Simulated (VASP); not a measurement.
# ScIn3N2 (P6/mmm) in VASP: relaxation of cell and atoms with PBE

Aim: the relaxation of cell and atoms of ScIn3N2 with PBE.

Everything below comes from runs of VASP 6.6.1. Logs are shortened: lines on timing, memory, paths and dates and some standing lists are left out, and cuts for length are marked.

### Step 1. The structure

Symmetry: P6/mmm, No. 191, hexagonal system. Conventional cell: a = 6.117 Å, b = 6.117 Å, c = 3.530 Å, α = 90.00°, β = 90.00°, γ = 120.00°. Sc (site symmetry 6/mmm) has 2 Sc at 3.53 Å and 12 In at 3.53 Å and 6 N at 3.53 Å as nearest neighbours. Around In (site symmetry mmm) lie 4 N at 2.50 Å. N (site symmetry -6m2) has 6 In at 2.50 Å as nearest neighbours.

The cell was built by a generator and needn't be a form met in nature.

### Step 2. Relaxation of cell and atoms, PBE

Input file INCAR:

```
SYSTEM = ScIn3N2
  ALGO = Fast
  EDIFF = 1E-4
  EDIFFG = -0.08
  ENCUT = 520
  GGA = PE
  IBRION = 2
  ISIF = 3
  ISMEAR = 0
  LASPH = .True.
  LCHARG = .False.
  LREAL = .False.
  LWAVE = .False.
  NELM = 60
  NSW = 24
  PREC = Normal
  SIGMA = 0.15
```

Input file KPOINTS:

```
k-points
0
Gamma
  3 3 4
  0 0 0
```

Input file POSCAR:

```
ScIn3N2
1.0
    6.1168654100      0.0000000000      0.0000000000
   -3.0584327100      5.2973608400      0.0000000000
    0.0000000000      0.0000000000      3.5303404100
Sc In N
1 3 2
Direct
    0.0000000000      0.0000000000      0.5000000000
    0.5000000000      0.5000000000      0.0000000000
    0.5000000000      0.0000000000      0.0000000000
    0.0000000000      0.5000000000      0.0000000000
    0.3333333300      0.6666666700      0.5000000000
    0.6666666700      0.3333333300      0.5000000000
```

Potentials or basis: VASP PAW PBE potentials, release 64 (Sc_sv, In_d, N).

Command:

```bash
> cat potpaw_PBE.64/Sc_sv/POTCAR potpaw_PBE.64/In_d/POTCAR potpaw_PBE.64/N/POTCAR > POTCAR
> mpirun -np 1 vasp_std > vasp.out
```

OUTCAR:

```text
SYSTEM = ScIn3N2
   EDIFF = 1E-4
   EDIFFG = -0.08
   ENCUT = 520
   GGA = PE
   IBRION = 2
   ISIF = 3
   ISMEAR = 0
   LASPH = .True.
   LREAL = .False.
   NELM = 60
   NSW = 24
   PREC = Normal

 ion  position               nearest neighbor table
   1  0.000  0.000  0.500-   3 3.53   3 3.53   3 3.53   3 3.53   2 3.53   2 3.53   2 3.53   2 3.53
                             4 3.53   4 3.53   4 3.53   4 3.53
   2  0.500  0.500  0.000-   5 2.50   6 2.50   5 2.50   6 2.50   4 3.06   4 3.06   3 3.06   3 3.06
                             1 3.53   1 3.53   1 3.53   1 3.53
   3  0.500  0.000  0.000-   5 2.50   6 2.50   5 2.50   6 2.50   4 3.06   4 3.06   2 3.06   2 3.06
                             1 3.53   1 3.53   1 3.53   1 3.53
   4  0.000  0.500  0.000-   5 2.50   6 2.50   5 2.50   6 2.50   2 3.06   2 3.06   3 3.06   3 3.06
                             1 3.53   1 3.53   1 3.53   1 3.53
   5  0.333  0.667  0.500-   4 2.50   4 2.50   3 2.50   3 2.50   2 2.50   2 2.50
   6  0.667  0.333  0.500-   4 2.50   4 2.50   3 2.50   3 2.50   2 2.50   2 2.50

  LATTYP: Found a hexagonal cell.
 ALAT       =     6.1168654100
 C/A-ratio  =     0.5771486167

  Lattice vectors:

 A1 = (   6.1168654100,   0.0000000000,   0.0000000000)
 A2 = (  -3.0584327100,   5.2973608400,   0.0000000000)
 A3 = (   0.0000000000,   0.0000000000,   3.5303404100)

Analysis of symmetry for initial positions (statically):
=====================================================================
 Subroutine PRICEL returns:
 Original cell was already a primitive cell.

 Routine SETGRP: Setting up the symmetry group for a
 hexagonal supercell.

 Subroutine GETGRP returns: Found 24 space group operations
 (whereof 24 operations were pure point group operations)
 out of a pool of 24 trial point group operations.

The static configuration has the point symmetry D_6h.

Analysis of symmetry for dynamics (positions and initial velocities):
=====================================================================
 Subroutine PRICEL returns:
 Original cell was already a primitive cell.

 Routine SETGRP: Setting up the symmetry group for a
 hexagonal supercell.

 Subroutine GETGRP returns: Found 24 space group operations
 (whereof 24 operations were pure point group operations)
 out of a pool of 24 trial point group operations.

The dynamic configuration has the point symmetry D_6h.

 Subroutine INISYM returns: Found 24 space group operations
 (whereof 24 operations are pure point group operations),
 and found     1 'primitive' translations

----------------------------------------------------------------------------------------

                                     Primitive cell

  volume of cell :     114.3945

  direct lattice vectors                    reciprocal lattice vectors
     6.116865410  0.000000000  0.000000000     0.163482427  0.094386623  0.000000000
    -3.058432710  5.297360840  0.000000000     0.000000000  0.188773246  0.000000000
     0.000000000  0.000000000  3.530340410     0.000000000  0.000000000  0.283258803

  length of vectors
     6.116865410  6.116865415  3.530340410     0.188773246  0.188773246  0.283258803

  position of ions in fractional coordinates (direct lattice)
     0.000000000  0.000000000  0.500000000
     0.500000000  0.500000000  0.000000000
     0.500000000  0.000000000  0.000000000
     0.000000000  0.500000000  0.000000000
     0.333333330  0.666666670  0.500000000
     0.666666670  0.333333330  0.500000000

  ion indices of the primitive-cell ions
   primitive index   ion index
                 1           1
                 2           2
                 3           3
                 4           4
                 5           5
                 6           6

----------------------------------------------------------------------------------------

 KPOINTS: k-points

Automatic generation of k-mesh.
 Grid dimensions read from file:
 generate k-points for:    3    3    4

 Generating k-lattice:

  Cartesian coordinates                     Fractional coordinates (reciprocal lattice)
     0.054494142  0.031462208  0.000000000     0.333333333  0.000000000  0.000000000
     0.000000000  0.062924415  0.000000000     0.000000000  0.333333333  0.000000000
     0.000000000  0.000000000  0.070814701     0.000000000  0.000000000  0.250000000

  Length of vectors
     0.062924415  0.062924415  0.070814701

  Shift w.r.t. Gamma in fractional coordinates (k-lattice)
     0.000000000  0.000000000  0.000000000

 Subroutine IBZKPT returns following result:
 ===========================================

 Found      9 irreducible k-points:

 Following reciprocal coordinates:
            Coordinates               Weight
  0.000000  0.000000  0.000000      1.000000
  0.333333  0.000000  0.000000      6.000000
  0.333333  0.333333  0.000000      2.000000
  0.000000  0.000000  0.250000      2.000000
  0.333333  0.000000  0.250000     12.000000
  0.333333  0.333333  0.250000      4.000000
  0.000000  0.000000  0.500000      1.000000
  0.333333  0.000000  0.500000      6.000000
  0.333333  0.333333  0.500000      2.000000
   k-points           NKPTS =      9   k-points in BZ     NKDIM =      9   number of bands    NBANDS=     36
   number of dos      NEDOS =    301   number of ions     NIONS =      6
   total plane-waves  NPLWV =  25920
   dimension x,y,z NGX =    36 NGY =   36 NGZ =   20
   dimension x,y,z NGXF=    72 NGYF=   72 NGZF=   40
   ions per type =               1   3   2
   NGX,Y,Z   is equivalent  to a cutoff of   9.78,  9.78,  9.42 a.u.
   NGXF,Y,Z  is equivalent  to a cutoff of  19.57, 19.57, 18.84 a.u.
 SYSTEM =  ScIn3N2
   PREC   = normal    normal or accurate (medium, high low for compatibility)
   ISTART =      0    job   : 0-new  1-cont  2-samecut
   ICHARG =      2    charge: 1-file 2-atom 10-const
   ISPIN  =      1    spin polarized calculation?
   LNONCOLLINEAR =      F non collinear calculations
   LSORBIT =      F    spin-orbit coupling
   LASPH  =      T    aspherical Exc in radial PAW
   ENCUT  =  520.0 eV  38.22 Ry    6.18 a.u.  11.37 11.37  6.56*2*pi/ulx,y,z
   NELM   =     60;   NELMIN=  2; NELMDL= -5     # of ELM steps
   EDIFF  = 0.1E-03   stopping-criterion for ELM
   LREAL  =      F    real-space projection
   EDIFFG = -.8E-01   stopping-criterion for IOM
   NSW    =     24    number of steps for IOM
   IBRION =      2    ionic relax: 0-MD 1-quasi-New 2-CG
   NFREE  =      1    steps in history (QN), initial steepest desc. (CG)
   ISIF   =      3    stress and relaxation
   ISYM   =      2    0-nonsym 1-usesym 2-fastsym
   POTIM  = 0.5000    time-step for ionic-motion
   TEBEG  =    0.0;   TEEND  =   0.0 temperature during run
   PSTRESS=    0.0 pullay stress
   NELECT =      60.0000    total number of electrons
   NUPDOWN=      -1.0000    fix difference up-down
   EMIN   =  10.00;   EMAX   =-10.00  energy-range for DOS
   EFERMI =   0.00;   METHOD = LEGACY
   ISMEAR =     0;   SIGMA  =   0.15  broadening in eV -4-tet -1-fermi 0-gaus
   EFERMI_NEDOS =   21; number of points for ismear=-14 and -15
   IALGO  =     68    algorithm
   IMIX   =      4    mixing-type and parameters
     AMIX     =   0.40;   BMIX     =  1.00
     AMIX_MAG =   1.60;   BMIX_MAG =  1.00
  volume/ion in A,a.u.               =      19.07       128.66
  Fermi-wavevector in a.u.,A,eV,Ry     =   1.320252  2.494915 23.715850  1.743066
  Thomas-Fermi vector in A             =   2.450092
   LORBIT       =      0    0 simple, 1 ext, 2 COOP (PROOUT), +10 PAW based schemes
   GGA     = PE    functional components
   LHFCALC =     F    Hartree Fock is set to
   AEXX    =    0.0000 exact exchange contribution
   IVDW    =     0    specifies the selected vdW correction
   LEPSILON=     F    determine dielectric tensor
   LRPA    =     F    only Hartree local field effects (RPA)
 conjugate gradient relaxation of ions
 non-spin polarized calculation
 RMM-DIIS sequential band-by-band and
 Gauss-broadening in eV      SIGMA  =   0.15
  energy-cutoff  :      520.00
  volume of cell :      114.39
 maximum number of plane-waves:      3090
   NGX = 23   NGY = 23   NGZ = 13

--------------------------------------- Ionic step        1  -------------------------------------------

 number of electron      60.0000026 magnetization

 Free energy of the ion-electron system (eV)
  ---------------------------------------------------
  ext. energy  EPLUGINS =         0.00000000
  ---------------------------------------------------
  free energy    TOTEN  =       -27.09296456 eV

  energy without entropy =      -27.06098694  energy(sigma->0) =      -27.07697575

------------------------ aborting loop because EDIFF is reached ----------------------------------------

  FORCE on cell =-STRESS in cart. coord.  units (eV):
  Direction    XX          YY          ZZ          XY          YZ          ZX
  --------------------------------------------------------------------------------------
  -------------------------------------------------------------------------------------
  Total       -3.6289760     -3.6289760     -6.1842398      0.0000000      0.0000000      0.0000000
  in kB      -50.8264312    -50.8264313    -86.6147463      0.0000000      0.0000000      0.0000000
  external PRESSURE =     -62.7558696 kB  Pullay stress =       0.0000000 kB
[... 225 lines left out ...]
  energy  without entropy=      -27.2535288767  energy(sigma->0) =      -27.26867747

--------------------------------------- Ionic step        7  -------------------------------------------

 number of electron      59.9999858 magnetization

 Free energy of the ion-electron system (eV)
  ---------------------------------------------------
  ext. energy  EPLUGINS =         0.00000000
  ---------------------------------------------------
  free energy    TOTEN  =       -27.29278714 eV

  energy without entropy =      -27.26131027  energy(sigma->0) =      -27.27704871

 E-fermi :   7.7206     XC(G=0): -10.8435

 val. band max:        7.6682738686   @ k =   0.3333   0.3333   0.2500
 cond. band min:       7.8137292823   @ k =   0.3333   0.3333   0.2500
 fundamental gap:      0.1454554137
 Fermi energy:         7.7205863298

 k-point     1 :       0.0000    0.0000    0.0000
  band No.  band energies     occupation
      1     -42.7530      2.00000
      2     -21.4571      2.00000
      3     -21.4571      2.00000
      4     -21.0950      2.00000
      5      -8.4347      2.00000
      6      -7.4134      2.00000
[... 373 lines left out ...]
  FREE ENERGIE OF THE ION-ELECTRON SYSTEM (eV)
  ---------------------------------------------------
  free  energy   TOTEN  =       -27.2927871426 eV

  energy  without entropy=      -27.2613102693  energy(sigma->0) =      -27.27704871

 reached required accuracy - stopping structural energy minimisation
```

Wall time 2.5 min (1 thread of Intel Xeon Platinum 8488C (Sapphire Rapids), shared host); peak memory 0.19 GiB.

Results:

```
Free energy                            : -27.2928 eV
Relaxed volume                         : 17.77 Å³/atom
Relaxed cell                           : a = 6.078 Å, b = 6.078 Å, c = 3.333 Å, α = 90.00°, β = 90.00°, γ = 120.00°
Space group after relaxing (to 0.05 Å) : P6/mmm (No. 191)
Energy gained by relaxing              : 33.3 meV/atom
Ionic steps                            : 7
Pressure after relaxing                : 0.0 GPa
Band gap on the k mesh                 : none (metal or under the smearing width)
```

The path:
| step | energy change (eV) | largest force (eV/Å) | pressure (GPa) | volume (Å³) |
| --- | --- | --- | --- | --- |
| 1 | 0.0000 | 0.0000 | -6.28 | 114.39 |
| 2 | -0.1440 | 0.0000 | 3.73 | 102.46 |
| 3 | -0.1802 | 0.0000 | 0.73 | 106.06 |
| 4 | -0.1788 | 0.0000 | -0.24 | 106.46 |
| 5 | -0.1795 | 0.0000 | -0.11 | 106.22 |
| 6 | -0.1909 | 0.0000 | 0.02 | 106.36 |
| 7 | -0.1998 | 0.0000 | -0.03 | 106.63 |

Final structure:
```xyz
6
Lattice="6.0782 0.0000 0.0000 -3.0391 5.2639 0.0000 0.0000 0.0000 3.3325" Properties=species:S:1:pos:R:3 pbc="T T T"
Sc    0.0000    0.0000    1.6663
In    1.5196    2.6320    0.0000
In    3.0391    0.0000    0.0000
In   -1.5196    2.6320    0.0000
N     0.0000    3.5093    1.6663
N     3.0391    1.7546    1.6663
```

Levels at points of the mesh, in eV from the Fermi level:
```
           k point  band 28  band 29  band 30  band 31  band 32  band 33
(0.00, 0.00, 0.00)    -1.28    -0.21     0.24     0.24     1.12     1.12
(0.00, 0.00, 0.50)    -1.79    -1.79    -1.35    -1.35    -0.54     0.48
```

Caveat: the k mesh is coarse (spacing up to 0.44 Å⁻¹), so the values aren't converged; the relaxation stopped at a loose force limit of 0.08 eV/Å, so its end isn't a converged minimum.
